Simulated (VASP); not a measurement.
# Lattice of Te2Mo across functionals and dispersion corrections, part 2 of 4

Which functional gives the lattice of Te2Mo as experiment finds it, and is a dearer one worth its cost? The start is a cell from a database of measured crystal structures.

VASP 6.6.1, plane waves and PAW; the level of theory is named at each step.

So far. Step 2 (Relaxation with LDA): It ends with a largest force of 0.001 eV/Å and a pressure of -0.04 GPa. The volume lies -3.5 % from that of the database's start, which holds the thermal and zero-point expansion of its experiment. LDA is known to overbind. The conventional cell has a = 3.479 and c = 13.783 Å.

## 3. Relaxation with PBE

This step: PBE; plane waves and PAW (Te, Mo_sv) (VASP 6.6.1).

PBE, the usual starting point, adds the gradient of the density.

INCAR

```
SYSTEM = Te2Mo
PREC = Accurate
ENCUT = 520
EDIFF = 1E-06
NELM = 100
ISMEAR = -1
SIGMA = 0.05
LREAL = .FALSE.
ALGO = Normal
GGA = PE
NBANDS = 32
LASPH = .TRUE.
LORBIT = 11
LWAVE = .FALSE.
LCHARG = .FALSE.
KPAR = 4
IBRION = 2
NSW = 60
ISIF = 3
EDIFFG = -0.01
```

POSCAR

```
Te2Mo
1.0
    3.5182000000      0.0000000000      0.0000000000
   -1.7591000000      3.0468505756      0.0000000000
    0.0000000000      0.0000000000     13.9736000000
Te Mo
4 2
Direct
    0.3333333333      0.6666666667      0.6210000000
    0.6666666667      0.3333333333      0.1210000000
    0.3333333333      0.6666666667      0.8790000000
    0.6666666667      0.3333333333      0.3790000000
    0.3333333333      0.6666666667      0.2500000000
    0.6666666667      0.3333333333      0.7500000000
```

KPOINTS

```
Automatic mesh
0
Gamma
7 7 2
0 0 0
```

Potentials, in the order of the species: Te and Mo_sv (PBE family, release 64).

Command:

```sh
$ mpirun -np 4 vasp_std
```

The log of the run:

```text
[banner, memory and clock lines left out]
running    4 mpi-ranks, on    1 nodes
 distrk:  each k-point on    1 cores,    4 groups
 distr:  one band on    1 cores,    1 groups

 POSCAR found type information on POSCAR TeMo
 POSCAR found :  2 types and       6 ions
 LDA part: xc-table for (Slater+PW92), standard interpolation
 POSCAR, INCAR and KPOINTS ok, starting setup
 FFT: planning ... GRIDC
 FFT: planning ... GRID_SOFT
 FFT: planning ... GRID
 WAVECAR not read
 entering main loop
       N       E                     dE             d eps       ncg     rms          rms(c)
DAV:   1     0.407575337591E+03    0.40758E+03   -0.27296E+04  1176   0.146E+03
DAV:   2    -0.140892894844E+02   -0.42166E+03   -0.41217E+03  1264   0.342E+02
DAV:   3    -0.366689013536E+02   -0.22580E+02   -0.22325E+02  1304   0.681E+01
DAV:   4    -0.372266573633E+02   -0.55776E+00   -0.55657E+00  1216   0.106E+01
DAV:   5    -0.372454066409E+02   -0.18749E-01   -0.18738E-01  1432   0.185E+00    0.217E+01
DAV:   6    -0.364763214465E+02    0.76909E+00   -0.79456E+00  1136   0.143E+01    0.895E+00
DAV:   7    -0.364139215136E+02    0.62400E-01   -0.74692E+00  1104   0.115E+01    0.634E+00
DAV:   8    -0.359906378598E+02    0.42328E+00   -0.15461E+00  1240   0.590E+00    0.308E+00
DAV:   9    -0.359922078734E+02   -0.15700E-02   -0.23885E-01  1328   0.222E+00    0.121E+00
DAV:  10    -0.359858845734E+02    0.63233E-02   -0.43143E-02  1256   0.109E+00    0.302E-01
DAV:  11    -0.359861918012E+02   -0.30723E-03   -0.25034E-03  1288   0.251E-01    0.226E-01
DAV:  12    -0.359860935180E+02    0.98283E-04   -0.30323E-04  1232   0.861E-02    0.136E-01
DAV:  13    -0.359860686402E+02    0.24878E-04   -0.10288E-04  1256   0.536E-02    0.670E-02
DAV:  14    -0.359860696958E+02   -0.10556E-05   -0.83788E-06  1160   0.120E-02    0.451E-02
DAV:  15    -0.359860685784E+02    0.11175E-05   -0.18429E-06   872   0.683E-03    0.215E-02
DAV:  16    -0.359860675565E+02    0.10218E-05   -0.18723E-06   872   0.634E-03    0.846E-03
DAV:  17    -0.359860674182E+02    0.13835E-06   -0.25167E-07   664   0.245E-03
   1 F= -.35986067E+02 E0= -.35986056E+02  d E =-.359861E+02
 curvature:   0.00 expect dE= 0.000E+00 dE for cont linesearch  0.000E+00
 trial: gam= 0.00000 g(F)=  0.691E-02 g(S)=  0.185E+00 ort = 0.000E+00 (trialstep = 0.100E+01)
 search vector abs. value=  0.192E+00
 bond charge predicted
       N       E                     dE             d eps       ncg     rms          rms(c)
DAV:   1    -0.388445455948E+02   -0.28585E+01   -0.56776E+01  1088   0.550E+01    0.125E+01
DAV:   2    -0.387056176786E+02    0.13893E+00   -0.48560E+01  1200   0.337E+01    0.102E+01
DAV:   3    -0.359861499887E+02    0.27195E+01   -0.10391E+01  1128   0.132E+01    0.441E+00
DAV:   4    -0.359836129649E+02    0.25370E-02   -0.78217E-01  1248   0.305E+00    0.201E+00
DAV:   5    -0.359397826832E+02    0.43830E-01   -0.12953E-01  1072   0.209E+00    0.782E-01
DAV:   6    -0.359376174126E+02    0.21653E-02   -0.17103E-02  1392   0.634E-01    0.549E-01
DAV:   7    -0.359378686932E+02   -0.25128E-03   -0.33538E-03  1312   0.246E-01    0.236E-01
DAV:   8    -0.359377044602E+02    0.16423E-03   -0.55526E-04  1352   0.134E-01    0.144E-01
DAV:   9    -0.359376907633E+02    0.13697E-04   -0.12892E-04  1328   0.452E-02    0.508E-02
DAV:  10    -0.359376932342E+02   -0.24709E-05   -0.53465E-06  1080   0.114E-02    0.486E-02
DAV:  11    -0.359376947337E+02   -0.14994E-05   -0.16915E-06   768   0.556E-03    0.215E-02
DAV:  12    -0.359376946835E+02    0.50152E-07   -0.31914E-07   632   0.266E-03
   2 F= -.35937695E+02 E0= -.35937684E+02  d E =0.483727E-01
[... from here on, the cycles between the ionic steps are left out ...]
   3 F= -.36022499E+02 E0= -.36022489E+02  d E =-.364317E-01
   4 F= -.36022498E+02 E0= -.36022487E+02  d E =-.364301E-01
   5 F= -.36030149E+02 E0= -.36030139E+02  d E =-.765129E-02
   6 F= -.36036199E+02 E0= -.36036188E+02  d E =-.137010E-01
   7 F= -.36042347E+02 E0= -.36042338E+02  d E =-.614795E-02
   8 F= -.36055953E+02 E0= -.36055949E+02  d E =-.197542E-01
   9 F= -.36067733E+02 E0= -.36067731E+02  d E =-.315345E-01
  10 F= -.36066391E+02 E0= -.36066390E+02  d E =0.134209E-02
  11 F= -.36070310E+02 E0= -.36070309E+02  d E =-.257716E-02
  12 F= -.36070311E+02 E0= -.36070309E+02  d E =-.257788E-02
  13 F= -.36070307E+02 E0= -.36070305E+02  d E =-.257378E-02
  14 F= -.36070604E+02 E0= -.36070603E+02  d E =-.297343E-03
  15 F= -.36071089E+02 E0= -.36071087E+02  d E =-.781920E-03
  16 F= -.36071330E+02 E0= -.36071329E+02  d E =-.241574E-03
  17 F= -.36071352E+02 E0= -.36071350E+02  d E =-.263131E-03
  18 F= -.36071542E+02 E0= -.36071540E+02  d E =-.189986E-03
  19 F= -.36071751E+02 E0= -.36071750E+02  d E =-.399117E-03
  20 F= -.36071890E+02 E0= -.36071888E+02  d E =-.138600E-03
  21 F= -.36071895E+02 E0= -.36071894E+02  d E =-.144310E-03
 curvature:  -0.74 expect dE=-0.159E-03 dE for cont linesearch -0.126E-06
 trial: gam= 0.53195 g(F)=  0.527E-05 g(S)=  0.209E-03 ort =-0.151E-04 (trialstep = 0.632E+00)
 search vector abs. value=  0.580E-03
 bond charge predicted
       N       E                     dE             d eps       ncg     rms          rms(c)
DAV:   1    -0.360727531128E+02   -0.85704E-03   -0.19491E-02  1096   0.941E-01    0.213E-01
DAV:   2    -0.360723718747E+02    0.38124E-03   -0.77324E-03  1224   0.462E-01    0.152E-01
DAV:   3    -0.360719888965E+02    0.38298E-03   -0.19341E-03  1160   0.176E-01    0.539E-02
DAV:   4    -0.360719783779E+02    0.10519E-04   -0.13282E-04  1120   0.501E-02    0.240E-02
DAV:   5    -0.360719688407E+02    0.95373E-05   -0.43049E-05  1176   0.368E-02    0.266E-02
DAV:   6    -0.360719655060E+02    0.33347E-05   -0.97114E-06  1136   0.130E-02    0.449E-03
DAV:   7    -0.360719652565E+02    0.24942E-06   -0.68314E-07   536   0.481E-03
  22 F= -.36071965E+02 E0= -.36071964E+02  d E =-.699380E-04
 trial-energy change:   -0.000070  1 .order   -0.000087   -0.000131   -0.000043
 step:   0.9474(harm=  0.9474)  dis= 0.00222  next Energy=   -36.071993 (dE=-0.979E-04)
 reached required accuracy - stopping structural energy minimisation
```

It took 8.1 min on 4 MPI ranks of Intel Xeon Platinum 8259CL at 2.50GHz (Skylake/Cascade Lake), shared host; peak memory 1.3 GiB.

From OUTCAR (step 3):

```text
 Found     16 irreducible k-points:

   NELECT =      52.0000    total number of electrons

 E-fermi :   7.2443

 k-point     1 :       0.0000    0.0000    0.0000
  band No.  band energies     occupation
    ...
     22       5.8712      2.00000
     23       5.8712      2.00000
     24       5.9319      2.00000
     25       6.0009      2.00000
     26       6.6733      1.99998
     27       9.7542      0.00000
     28       9.7542      0.00000
     29       9.7994      0.00000
     30       9.7994      0.00000
     31      10.0064      0.00000
    ...

 k-point     2 :       0.1429   -0.0000    0.0000
  band No.  band energies     occupation
    ...
     22       5.5400      2.00000
     23       5.7753      2.00000
     24       6.0308      2.00000
     25       6.3910      2.00000
     26       6.4760      2.00000
     27       8.8337      0.00000
     28       8.9795      0.00000
     29       9.0582      0.00000
     30       9.0874      0.00000
     31       9.4671      0.00000
    ...

  Total        0.0459442      0.0459442      0.0480752      0.0000000      0.0000000      0.0000000
  in kB        0.4438589      0.4438589      0.4644453      0.0000000      0.0000000      0.0000000
  external PRESSURE =       0.4507210 kB  Pullay stress =       0.0000000 kB

  energy-cutoff  :      520.00
  volume of cell :      165.84
      direct lattice vectors                 reciprocal lattice vectors
     3.555234922 -0.000000000  0.000000000     0.281275365  0.162394408 -0.000000000
    -1.777617461  3.078923759 -0.000000000     0.000000000  0.324788815 -0.000000000
    -0.000000000  0.000000000 15.150588252    -0.000000000  0.000000000  0.066004038

 POSITION                                       TOTAL-FORCE (eV/Angst)
 -----------------------------------------------------------------------------------
     -0.00000      2.05262      9.55366        -0.000000     -0.000000     -0.001212
      1.77762      1.02631      1.97837        -0.000000     -0.000000     -0.001212
     -0.00000      2.05262     13.17222        -0.000000     -0.000000      0.001212
      1.77762      1.02631      5.59692        -0.000000     -0.000000      0.001212
     -0.00000      2.05262      3.78765         0.000000     -0.000000      0.000000
      1.77762      1.02631     11.36294        -0.000000      0.000000      0.000000
 -----------------------------------------------------------------------------------
    total drift:                               -0.000000      0.000000     -0.000000

  FREE ENERGIE OF THE ION-ELECTRON SYSTEM (eV)
  ---------------------------------------------------
  free  energy   TOTEN  =       -36.0719652565 eV

  energy  without entropy=      -36.0719627274  energy(sigma->0) =      -36.07196399

 total charge
# of ion       s       p       d       tot
------------------------------------------
    1        1.384   1.971   0.059   3.414
    2        1.384   1.971   0.059   3.414
    3        1.384   1.971   0.059   3.414
    4        1.384   1.971   0.059   3.414
    5        2.250   6.140   3.956  12.346
    6        2.250   6.140   3.956  12.346
--------------------------------------------------
tot         10.038  20.162   8.147  38.346

[... 9 parts as in an earlier step ...]

[... 5 further parts left out ...]
```

CONTCAR:

```
Te2Mo
   1.00000000000000
     3.5552349218709400   -0.0000000000000000    0.0000000000000000
    -1.7776174609354700    3.0789237587675746   -0.0000000000000000
    -0.0000000000000000    0.0000000000000000   15.1505882517702339
  Te              Mo
     4     2
Direct
     0.3333333332999970    0.6666666667000030    0.6305804454628049
     0.6666666667000030    0.3333333332999970    0.1305804454628051
     0.3333333332999970    0.6666666667000030    0.8694195545371951
     0.6666666667000030    0.3333333332999970    0.3694195545371949
     0.3333333332999970    0.6666666667000030    0.2500000000000000
     0.6666666667000030    0.3333333332999970    0.7500000000000000
```

The bonds form layers, held to each other by dispersion, which PBE lacks, so the spacing between them is unreliable. After so large a change of volume the plane waves of the start cell no longer fit, so the final stress carries a basis-set error.

Step by step:

```
step  energy less that of the first step (eV)  largest force (eV/Å)  pressure (GPa)  volume (Å³)
   1                                   0.0000                0.1892            2.94       149.79
   2                                   0.0484                0.7975           -3.59       159.96
   3                                  -0.0364                0.2266            0.11       153.69
   4                                  -0.0364                0.2190            0.18       153.62
   5                                  -0.0441                0.1610            0.11       154.55
   6                                  -0.0501                0.0448            0.02       156.40
   7                                  -0.0563                0.0536           -0.06       157.13
   8                                  -0.0699                0.0775           -0.27       159.31
   9                                  -0.0817                0.1227           -0.51       163.65
  10                                  -0.0803                0.1384            0.93       162.80
  11                                  -0.0842                0.0066            0.13       163.27
  12                                  -0.0842                0.0087            0.11       163.27
  13                                  -0.0842                0.0120            0.11       163.28
  14                                  -0.0845                0.0044            0.09       163.59
  15                                  -0.0850                0.0188            0.08       164.50
  16                                  -0.0853                0.0076           -0.06       164.93
  17                                  -0.0853                0.0203           -0.12       165.13
  18                                  -0.0855                0.0241           -0.11       165.29
  19                                  -0.0857                0.0345           -0.06       165.72
  20                                  -0.0858                0.0002            0.08       165.65
  21                                  -0.0858                0.0052            0.08       165.66
  22                                  -0.0859                0.0012            0.05       165.84
```

| conventional cell, symmetrised | before | after | change |
| --- | --- | --- | --- |
| a (Å) | 3.518 | 3.555 | +1.1 % |
| b (Å) | 3.518 | 3.555 | +1.1 % |
| c (Å) | 13.974 | 15.151 | +8.4 % |
| volume (Å³/atom) | 24.96 | 27.64 | +10.7 % |

The atoms that moved most (Å, as changes of fractional coordinates times the final cell):

| atom | dx | dy | dz | length |
| --- | --- | --- | --- | --- |
| Te4 | 0.000 | 0.000 | -0.145 | 0.145 |
| Te2 | 0.000 | 0.000 | 0.145 | 0.145 |
| Te1 | 0.000 | 0.000 | 0.145 | 0.145 |
| Te3 | 0.000 | 0.000 | -0.145 | 0.145 |

Final coordinates:

```xyz
6
Lattice="3.5552 0.0000 0.0000 -1.7776 3.0789 0.0000 0.0000 0.0000 15.1506" Properties=species:S:1:pos:R:3 pbc="T T T"
Te    0.0000    2.0526    9.5537
Te    1.7776    1.0263    1.9784
Te    0.0000    2.0526   13.1722
Te    1.7776    1.0263    5.5969
Mo    0.0000    2.0526    3.7876
Mo    1.7776    1.0263   11.3629
```

This step gave:

| Property | Result |
| --- | --- |
| free energy (TOTEN) | -36.07 eV |
| Fermi energy | 7.244 eV |
| pressure | 0.04507 GPa |
| SCF cycles over all ionic steps | 175 |
| gap on the k-mesh | 1.173 eV |
| least direct gap on the k-mesh | 1.293 eV |

It ends at 27.64 Å³/atom, +10.7 % from the start, with 0.05 GPa left. The conventional cell has a = 3.555 and c = 15.151 Å.

## 4. Relaxation with r2SCAN

This step: r2SCAN; plane waves and PAW (Te, Mo_sv) (VASP 6.6.1).

r2SCAN adds the kinetic-energy density, costs more than a GGA and is run with LASPH.

INCAR, as its differences from that of step 3:

```diff
@@ -9,5 +9,5 @@
 ALGO = Normal
-GGA = PE
+METAGGA = R2SCAN
+LASPH = .TRUE.
 NBANDS = 32
-LASPH = .TRUE.
 LORBIT = 11
```

POSCAR is that of step 3.

KPOINTS is that of step 3.

Command:

```sh
$ mpirun -np 4 vasp_std
```

The log of the run:

```text
[banner, memory and clock lines left out]
running    4 mpi-ranks, on    1 nodes
[...]
[... a notice as in an earlier step ...]

 LDA part: xc-table for (None), standard interpolation
 POSCAR, INCAR and KPOINTS ok, starting setup
[...]
entering main loop
       N       E                     dE             d eps       ncg     rms          rms(c)
DAV:   1     0.289237056744E+03    0.28924E+03   -0.28131E+04  1176   0.151E+03
DAV:   2    -0.147609649068E+03   -0.43685E+03   -0.42699E+03  1256   0.354E+02
DAV:   3    -0.170873585111E+03   -0.23264E+02   -0.23000E+02  1312   0.704E+01
DAV:   4    -0.171401428765E+03   -0.52784E+00   -0.52672E+00  1184   0.105E+01
[...]
DAV:  14    -0.155585303259E+03   -0.37105E-05   -0.41678E-05  1184   0.317E-02    0.176E-02
DAV:  15    -0.155585305143E+03   -0.18843E-05   -0.59668E-06  1080   0.116E-02    0.309E-03
DAV:  16    -0.155585304971E+03    0.17147E-06   -0.72119E-07   680   0.473E-03
   1 F= -.15558530E+03 E0= -.15558530E+03  d E =-.155585E+03
[... from here on, the cycles between the ionic steps are left out ...]
   2 F= -.15558005E+03 E0= -.15558004E+03  d E =0.525781E-02
   3 F= -.15561311E+03 E0= -.15561311E+03  d E =-.278087E-01
   4 F= -.15562956E+03 E0= -.15562955E+03  d E =-.164430E-01
   5 F= -.15563125E+03 E0= -.15563125E+03  d E =-.181380E-01
   6 F= -.15564006E+03 E0= -.15564006E+03  d E =-.880858E-02
   7 F= -.15565732E+03 E0= -.15565732E+03  d E =-.260651E-01
   8 F= -.15566123E+03 E0= -.15566123E+03  d E =-.299781E-01
   9 F= -.15566343E+03 E0= -.15566343E+03  d E =-.321807E-01
  10 F= -.15566356E+03 E0= -.15566356E+03  d E =-.323114E-01
  11 F= -.15565605E+03 E0= -.15565604E+03  d E =0.751779E-02
  12 F= -.15566398E+03 E0= -.15566398E+03  d E =-.418018E-03
  13 F= -.15566404E+03 E0= -.15566404E+03  d E =-.571064E-04
  14 F= -.15566410E+03 E0= -.15566410E+03  d E =-.120370E-03
[...]
reached required accuracy - stopping structural energy minimisation
```

Elapsed: 19 min, on 4 MPI ranks; peak memory 1.4 GiB; 67 min of CPU time.

Parts of OUTCAR (step 4):

```text
  Total       -0.0140266     -0.0140266      0.0152127      0.0000000     -0.0000000      0.0000000
  in kB       -0.1390322     -0.1390322      0.1507884      0.0000000     -0.0000000      0.0000000
  external PRESSURE =      -0.0424253 kB  Pullay stress =       0.0000000 kB

 POSITION                                       TOTAL-FORCE (eV/Angst)
 -----------------------------------------------------------------------------------
     -0.00000      2.05803      9.22572         0.000000     -0.000000      0.004466
      1.78231      1.02902      1.88120         0.000000      0.000000      0.004466
     -0.00000      2.05803     12.80785         0.000000     -0.000000     -0.004466
      1.78231      1.02902      5.46333         0.000000      0.000000     -0.004466
     -0.00000      2.05803      3.67226         0.000000     -0.000000      0.000000
      1.78231      1.02902     11.01678        -0.000000      0.000000      0.000000
 -----------------------------------------------------------------------------------
    total drift:                               -0.000000      0.000000     -0.000000

  FREE ENERGIE OF THE ION-ELECTRON SYSTEM (eV)
  ---------------------------------------------------
  free  energy   TOTEN  =      -155.6641015101 eV

  energy  without entropy=     -155.6640999274  energy(sigma->0) =     -155.66410072

[... 2 parts as in an earlier step ...]

[... 2 further parts left out ...]
[key lines of the parts left out:]
E-fermi :   7.5087
```

The bonds form layers, held to each other by dispersion, which r2SCAN holds only at short range, so the spacing between them may come out too wide. The PAW data sets were made with PBE, which is usual practice but a small mismatch for other functionals.

Step by step:

```csv
step,energy less that of the first step (eV),largest force (eV/Å),pressure (GPa),volume (Å³)
1,0.0000,0.0518,2.36,149.79
2,0.0053,0.6563,-2.57,157.91
3,-0.0278,0.3504,-0.12,153.60
4,-0.0443,0.1673,0.00,154.92
5,-0.0459,0.0912,0.07,155.46
6,-0.0548,0.0782,0.07,156.21
7,-0.0720,0.0377,0.12,158.42
8,-0.0759,0.0457,0.42,162.79
9,-0.0781,0.0302,0.31,161.45
10,-0.0783,0.0215,0.28,160.94
11,-0.0707,0.2022,-1.17,163.81
12,-0.0787,0.0212,0.00,161.47
13,-0.0787,0.0075,-0.01,161.76
14,-0.0788,0.0045,0.00,161.64
```

```csv
"conventional cell, symmetrised",before,after,change
a (Å),3.518,3.565,+1.3 %
b (Å),3.518,3.565,+1.3 %
c (Å),13.974,14.689,+5.1 %
volume (Å³/atom),24.96,26.94,+7.9 %
```

The atoms that moved most (Å, as changes of fractional coordinates times the final cell):

```csv
atom,dx,dy,dz,length
Te1,0.000,0.000,0.104,0.104
Te2,0.000,0.000,0.104,0.104
Te3,0.000,0.000,-0.104,0.104
Te4,0.000,0.000,-0.104,0.104
```

The relaxed structure:

```
Te Mo
1.0
     3.56461    0.00000    0.00000
    -1.78231    3.08705    0.00000
     0.00000    0.00000   14.68904
Te Mo
4 2
Direct
  0.33333 0.66667 0.62807
  0.66667 0.33333 0.12807
  0.33333 0.66667 0.87193
  0.66667 0.33333 0.37193
  0.33333 0.66667 0.25000
  0.66667 0.33333 0.75000
```

It ends at 26.94 Å³/atom, +7.9 % from the start, with 0.00 GPa left. The conventional cell has a = 3.565 and c = 14.689 Å.

[end of part 2 of 4]

[Lines on the potential files, build, host, timing and source positions are cut from VASP's logs without a mark.]

[Logs are printed without paths, hosts, clocks, repeated set-up lines and the standing remarks that a program may print on its own settings, such as how far it seeks lower states.]

[Hosts, paths, dates, database ids (printed as entryN), source tags and the programs' standing remarks are cut or masked in the printed files.]

[A measured line is paired with the nearest computed mode of its activity, which favours agreement.]
